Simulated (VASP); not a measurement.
Data:

```xyz
4
Lattice="4.1688 0.0000 0.0000 -2.0844 3.6103 0.0000 0.0000 0.0000 6.7796" Properties=species:S:1:pos:R:3 pbc="T T T"
Cd     2.0200     1.3102     3.3398
Cd    -0.0802     2.3023     0.0308
S      2.1570     1.2934     6.0535
S      0.0720     2.3148     2.4674
```

Method: PBEsol GGA, VASP's PBE PAW potentials (set 64) (plane waves; VASP). Numerical set-up: 300 eV cut-off, 6×6×4 Γ-centred mesh, Fermi-Dirac smearing of 0.020 eV, potentials Cd S.

At this cut-off the stress carries a Pulay error, which pulls relaxed volumes low.

Task: Give the stress tensor in GPa (positive for a compressed cell).

Result: 
```
 4.40   0.59   3.02
 0.59  -2.51   0.27
 3.02   0.27  -0.09
```
The pressure is its mean diagonal, 0.60 GPa.

The structure comes from a computed database's CdS entry; how it stands against other phases isn't given here. The cell was not relaxed at this level.
